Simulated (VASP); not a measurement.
# CdBi (P6_3/mmc) in VASP: single point with HSE06

Aim: the single point of CdBi with HSE06.

All numbers are computed with VASP 6.6.1; they aren't measurements. Logs are shortened: lines on timing, memory, paths and dates and some standing lists are left out, and cuts for length are marked.

## 1. Starting point

It takes space group P6_3/mmc (No. 194, hexagonal). The conventional cell has a = 4.577 Å, b = 4.577 Å, c = 6.514 Å, α = 90.00°, β = 90.00°, γ = 120.00°. Cd (site symmetry -3m) is surrounded by 6 Bi at 3.10 Å and 2 Cd at 3.26 Å. Bi (site symmetry -6m2) is surrounded by 6 Cd at 3.10 Å.

The cell was built by a generator and needn't be a form met in nature.

## 2. Single point, HSE06

Contents of POSCAR:

```
CdBi
1.0
    4.5767930000      0.0000000000      0.0000000000
   -2.2883960000      3.9636200000      0.0000000000
    0.0000000000      0.0000000000      6.5139470000
Cd Bi
2 2
Direct
    0.0000000000      0.0000000000      0.0000000000
    0.0000000000      0.0000000000      0.5000000000
    0.3333300000      0.6666700000      0.2500000000
    0.6666600000      0.3333300000      0.7500000000
```

Contents of INCAR.step1:

```
SYSTEM = CdBi
ALGO     = Normal         ! electronic algorithm
EDIFF    = 1E-5           ! SCF threshold, eV
ENCUT    = 520            ! plane-wave cutoff, eV
GGA      = PE             ! functional
ISIF     = 2              ! what is computed and relaxed
ISMEAR   = -1             ! smearing method
LASPH    = .TRUE.         ! aspherical terms in the spheres
LREAL    = .FALSE.        ! projectors in reciprocal space
LWAVE    = .TRUE.         ! write WAVECAR
NBANDS   = 35             ! bands
NELM     = 80             ! most SCF steps
PREC     = Accurate       ! precision mode
SIGMA    = 0.147          ! smearing width, eV
```

Contents of INCAR.step2:

```
SYSTEM = CdBi
ALGO     = Normal         ! electronic algorithm
EDIFF    = 1E-6           ! SCF threshold, eV
ENCUT    = 520            ! plane-wave cutoff, eV
GGA      = PE             ! functional
HFSCREEN = 0.2079         ! screening, 1/A
ISIF     = 2              ! what is computed and relaxed
ISMEAR   = -1             ! smearing method
ISTART   = 1            
LASPH    = .TRUE.         ! aspherical terms in the spheres
LCHARG   = .TRUE.         ! write CHGCAR
LELF     = .TRUE.         ! ELF
LHFCALC  = .TRUE.         ! exact exchange
LREAL    = .FALSE.        ! projectors in reciprocal space
LVHAR    = .TRUE.       
LWAVE    = .FALSE.        ! write WAVECAR
NBANDS   = 35             ! bands
NELM     = 80             ! most SCF steps
PREC     = Accurate       ! precision mode
PRECFOCK = Normal       
SIGMA    = 0.147          ! smearing width, eV
```

Contents of KPOINTS:

```
k-points
0
G
  3 3 2
  0 0 0
```

Potentials or basis: VASP PAW PBE potentials, release 64 (Cd, Bi_d).

On the command line:

```
$ cat potpaw_PBE.64/Cd/POTCAR potpaw_PBE.64/Bi_d/POTCAR > POTCAR
$ cp INCAR.step1 INCAR
$ mpirun -np 1 vasp_std > vasp.out
$ cp INCAR.step2 INCAR
$ mpirun -np 1 vasp_std > vasp.out
```

OUTCAR:

```text
SYSTEM = CdBi
   EDIFF = 1E-6
   ENCUT = 520
   GGA = PE
   HFSCREEN = 0.2079
   ISIF = 2
   ISMEAR = -1
   ISTART = 1
   LASPH = .TRUE.
   LHFCALC = .TRUE.
   LREAL = .FALSE.
   NELM = 80
   PREC = Accurate
   PRECFOCK = Normal

 ion  position               nearest neighbor table
   1  0.000  0.000  0.000-   3 3.10   4 3.10   4 3.10   3 3.10   3 3.10   4 3.10   2 3.26   2 3.26

   2  0.000  0.000  0.500-   3 3.10   4 3.10   4 3.10   3 3.10   3 3.10   4 3.10   1 3.26   1 3.26

   3  0.333  0.667  0.250-   1 3.10   2 3.10   1 3.10   2 3.10   1 3.10   2 3.10
   4  0.667  0.333  0.750-   1 3.10   2 3.10   1 3.10   2 3.10   1 3.10   2 3.10

  LATTYP: Found a hexagonal cell.
 ALAT       =     4.5767930000
 C/A-ratio  =     1.4232557601

  Lattice vectors:

 A1 = (   4.5767930000,   0.0000000000,   0.0000000000)
 A2 = (  -2.2883960000,   3.9636200000,   0.0000000000)
 A3 = (   0.0000000000,   0.0000000000,   6.5139470000)

Analysis of symmetry for initial positions (statically):
=====================================================================
 Subroutine PRICEL returns:
 Original cell was already a primitive cell.

 Routine SETGRP: Setting up the symmetry group for a
 hexagonal supercell.

 Subroutine GETGRP returns: Found  4 space group operations
 (whereof  2 operations were pure point group operations)
 out of a pool of 24 trial point group operations.

The static configuration has the point symmetry C_2 .
 The point group associated with its full space group is C_2v.

Analysis of symmetry for dynamics (positions and initial velocities):
=====================================================================
 Subroutine PRICEL returns:
 Original cell was already a primitive cell.

 Routine SETGRP: Setting up the symmetry group for a
 hexagonal supercell.

 Subroutine GETGRP returns: Found  4 space group operations
 (whereof  2 operations were pure point group operations)
 out of a pool of 24 trial point group operations.

The dynamic configuration has the point symmetry C_2 .
 The point group associated with its full space group is C_2v.

 Subroutine INISYM returns: Found  4 space group operations
 (whereof  2 operations are pure point group operations),
 and found     1 'primitive' translations

----------------------------------------------------------------------------------------

                                     Primitive cell

  volume of cell :     118.1674

  direct lattice vectors                    reciprocal lattice vectors
     4.576793000  0.000000000  0.000000000     0.218493605  0.126147282  0.000000000
    -2.288396000  3.963620000  0.000000000     0.000000000  0.252294620  0.000000000
     0.000000000  0.000000000  6.513947000     0.000000000  0.000000000  0.153516754

  length of vectors
     4.576793000  4.576793611  6.513947000     0.252294653  0.252294620  0.153516754

  position of ions in fractional coordinates (direct lattice)
     0.000000000  0.000000000  0.000000000
     0.000000000  0.000000000  0.500000000
     0.333330000  0.666670000  0.250000000
     0.666660000  0.333330000  0.750000000

  ion indices of the primitive-cell ions
   primitive index   ion index
                 1           1
                 2           2
                 3           3
                 4           4

----------------------------------------------------------------------------------------

 KPOINTS: k-points

Automatic generation of k-mesh.
 Grid dimensions read from file:
 generate k-points for:    3    3    2

 Generating k-lattice:

  Cartesian coordinates                     Fractional coordinates (reciprocal lattice)
     0.072831202  0.042049094  0.000000000     0.333333333 -0.000000000  0.000000000
     0.000000000  0.084098207  0.000000000     0.000000000  0.333333333  0.000000000
     0.000000000  0.000000000  0.076758377     0.000000000  0.000000000  0.500000000

  Length of vectors
     0.084098218  0.084098207  0.076758377

  Shift w.r.t. Gamma in fractional coordinates (k-lattice)
     0.000000000  0.000000000  0.000000000

 Subroutine IBZKPT returns following result:
 ===========================================

 Found      8 irreducible k-points:

 Following reciprocal coordinates:
            Coordinates               Weight
  0.000000  0.000000  0.000000      1.000000
  0.333333  0.000000  0.000000      4.000000
  0.000000  0.333333  0.000000      2.000000
  0.333333  0.333333  0.000000      2.000000
  0.000000  0.000000  0.500000      1.000000
  0.333333  0.000000  0.500000      4.000000
  0.000000  0.333333  0.500000      2.000000
  0.333333  0.333333  0.500000      2.000000
   k-points           NKPTS =      8   k-points in BZ     NKDIM =     18   number of bands    NBANDS=     35
   number of dos      NEDOS =    301   number of ions     NIONS =      4
   total plane-waves  NPLWV =  62208
   dimension x,y,z NGX =    36 NGY =   36 NGZ =   48
   dimension x,y,z NGXF=    72 NGYF=   72 NGZF=   96
   ions per type =               2   2
   NGX,Y,Z   is equivalent  to a cutoff of  13.08, 13.08, 12.25 a.u.
   NGXF,Y,Z  is equivalent  to a cutoff of  26.15, 26.15, 24.50 a.u.
 SYSTEM =  CdBi
   PREC   = accura    normal or accurate (medium, high low for compatibility)
   ISTART =      1    job   : 0-new  1-cont  2-samecut
   ICHARG =      0    charge: 1-file 2-atom 10-const
   ISPIN  =      1    spin polarized calculation?
   LNONCOLLINEAR =      F non collinear calculations
   LSORBIT =      F    spin-orbit coupling
   LASPH  =      T    aspherical Exc in radial PAW
   ENCUT  =  520.0 eV  38.22 Ry    6.18 a.u.   8.51  8.51 12.11*2*pi/ulx,y,z
   NELM   =     80;   NELMIN=  2; NELMDL=  0     # of ELM steps
   EDIFF  = 0.1E-05   stopping-criterion for ELM
   LREAL  =      F    real-space projection
   EDIFFG = 0.1E-04   stopping-criterion for IOM
   NSW    =      0    number of steps for IOM
   IBRION =     -1    ionic relax: 0-MD 1-quasi-New 2-CG
   NFREE  =      0    steps in history (QN), initial steepest desc. (CG)
   ISIF   =      2    stress and relaxation
   ISYM   =      3    0-nonsym 1-usesym 2-fastsym
   POTIM  = 0.5000    time-step for ionic-motion
   TEBEG  =    0.0;   TEEND  =   0.0 temperature during run
   PSTRESS=    0.0 pullay stress
   NELECT =      54.0000    total number of electrons
   NUPDOWN=      -1.0000    fix difference up-down
   EMIN   =  10.00;   EMAX   =-10.00  energy-range for DOS
   EFERMI =   0.00;   METHOD = LEGACY
   ISMEAR =    -1;   SIGMA  =   0.15  broadening in eV -4-tet -1-fermi 0-gaus
   EFERMI_NEDOS =   21; number of points for ismear=-14 and -15
   IALGO  =     38    algorithm
   IMIX   =      1    mixing-type and parameters
     AMIX     =   0.40;   BMIX     =  1.00
     AMIX_MAG =   1.60;   BMIX_MAG =  1.00
  volume/ion in A,a.u.               =      29.54       199.36
  Fermi-wavevector in a.u.,A,eV,Ry     =   1.260976  2.382900 21.634096  1.590061
  Thomas-Fermi vector in A             =   2.394459
   LORBIT       =      0    0 simple, 1 ext, 2 COOP (PROOUT), +10 PAW based schemes
   GGA     = PE    functional components
   LHFCALC =     T    Hartree Fock is set to
   PRECFOCK=normal    Normal, Fast or Accurate (Low or Medium for compatibility)
   ENCUT4O =  -1.0   cutoff for four orbital integrals eV
   NKREDX  =     1    reduce k-point grid by
   NKREDY  =     1    reduce k-point grid by
   NKREDZ  =     1    reduce k-point grid by
   AEXX    =    0.2500 exact exchange contribution
   HFSCREEN=    0.2079 screening length (either q_TF or 0.3 A-1)
   HFSCREENC=   0.2079 screening length for correlation (either q_TF or 0.3 A-1)
   ENCUTFOCK=  -1.0 apply spherical cutoff to Coloumb kernel
   IVDW    =     0    specifies the selected vdW correction
   LEPSILON=     F    determine dielectric tensor
   LRPA    =     F    only Hartree local field effects (RPA)
 non-spin polarized calculation
  energy-cutoff  :      520.00
  volume of cell :      118.17
 maximum number of plane-waves:      3204
 NGX is ok and might be reduce to    36
  NGX = 28; NGY = 28; NGZ = 40

 number of electron      53.9999990 magnetization

 Free energy of the ion-electron system (eV)
  ---------------------------------------------------
  ext. energy  EPLUGINS =         0.00000000
  ---------------------------------------------------
  free energy    TOTEN  =       -10.45091391 eV

  energy without entropy =      -10.32043851  energy(sigma->0) =      -10.38567621

 E-fermi :   4.2301     XC(G=0):  -8.2203

 val. band max:        4.1886297224   @ k =   0.3333   0.0000   0.0000
 cond. band min:       4.2943293230   @ k =   0.0000   0.0000   0.0000
 fundamental gap:      0.1056996006
 Fermi energy:         4.2301061819

 k-point     1 :       0.0000    0.0000    0.0000
  band No.  band energies     occupation
      1     -20.3957      2.00000
      2     -20.3957      2.00000
      3     -20.3956      2.00000
      4     -20.3956      2.00000
      5     -20.3588      2.00000
      6     -20.3588      2.00000
[... 27 lines left out ...]
     34      10.2771      0.00000
     35      11.1014      0.00000

 k-point     2 :       0.3333    0.0000    0.0000
  band No.  band energies     occupation
      1     -20.3987      2.00000
      2     -20.3922      2.00000
      3     -20.3882      2.00000
      4     -20.3866      2.00000
      5     -20.3610      2.00000
      6     -20.3586      2.00000
[... 27 lines left out ...]
     34      11.9192      0.00000
     35      12.0672      0.00000

 k-point     3 :       0.0000    0.3333    0.0000
  band No.  band energies     occupation
      1     -20.3987      2.00000
      2     -20.3922      2.00000
      3     -20.3882      2.00000
      4     -20.3866      2.00000
      5     -20.3610      2.00000
      6     -20.3586      2.00000
[... 27 lines left out ...]
     34      11.9192      0.00000
     35      12.0672      0.00000
[... 115 lines left out ...]
 k-point     7 :       0.0000    0.3333    0.5000
  band No.  band energies     occupation
      1     -20.3956      2.00000
      2     -20.3956      2.00000
      3     -20.3881      2.00000
      4     -20.3881      2.00000
      5     -20.3515      2.00000
      6     -20.3515      2.00000
[... 27 lines left out ...]
     34      11.4581      0.00000
     35      11.5554      0.00000

 k-point     8 :       0.3333    0.3333    0.5000
  band No.  band energies     occupation
      1     -20.3901      2.00000
      2     -20.3901      2.00000
      3     -20.3881      2.00000
      4     -20.3881      2.00000
      5     -20.3526      2.00000
      6     -20.3526      2.00000
[... 27 lines left out ...]
     34      10.8617      0.00000
     35      12.2101      0.00000

------------------------ aborting loop because EDIFF is reached ----------------------------------------

  FORCE on cell =-STRESS in cart. coord.  units (eV):
  Direction    XX          YY          ZZ          XY          YZ          ZX
  --------------------------------------------------------------------------------------
  -------------------------------------------------------------------------------------
  Total        0.3560885      0.3559245     -0.1051111      0.0000000      0.0000000      0.0000000
  in kB        4.8280416      4.8258180     -1.4251534      0.0000006      0.0000000      0.0000000
  external PRESSURE =       2.7429021 kB  Pullay stress =       0.0000000 kB

 VOLUME and BASIS-vectors are now :
 -----------------------------------------------------------------------------
  energy-cutoff  :      520.00
  volume of cell :      118.17
      direct lattice vectors                 reciprocal lattice vectors
     4.576793000  0.000000000  0.000000000     0.218493605  0.126147282  0.000000000
    -2.288396000  3.963620000  0.000000000     0.000000000  0.252294620  0.000000000
     0.000000000  0.000000000  6.513947000     0.000000000  0.000000000  0.153516754

 POSITION                                       TOTAL-FORCE (eV/Angst)
 -----------------------------------------------------------------------------------
      0.00000      0.00000      0.00000        -0.000079      0.000000     -0.000000
      0.00000      0.00000      3.25697        -0.000079      0.000000     -0.000000
     -0.00002      2.64243      1.62849         0.000079     -0.000040     -0.000000
      2.28837      1.32119      4.88546         0.000079      0.000040      0.000000
 -----------------------------------------------------------------------------------
    total drift:                                0.000007      0.000002     -0.000003

  FREE ENERGIE OF THE ION-ELECTRON SYSTEM (eV)
  ---------------------------------------------------
  free  energy   TOTEN  =       -10.4509139118 eV

  energy  without entropy=      -10.3204385052  energy(sigma->0) =      -10.38567621
```

It took 37 min on 1 thread of Intel Xeon Platinum 8375C at 2.90GHz (Ice Lake), shared host; peak memory 0.39 GiB.

What came out:

```
Free energy            : -10.4509 eV
Pressure               : 0.3 GPa
Band gap on the k mesh : none (metal or under the smearing width)
```

Caveat: the k mesh is coarse (spacing up to 0.53 Å⁻¹), so the values aren't converged, least of all with exact exchange; the PAW data sets were made with another functional, which shifts forces and pressure a little; spin-orbit coupling is left out, which moves the levels of the heavy elements.
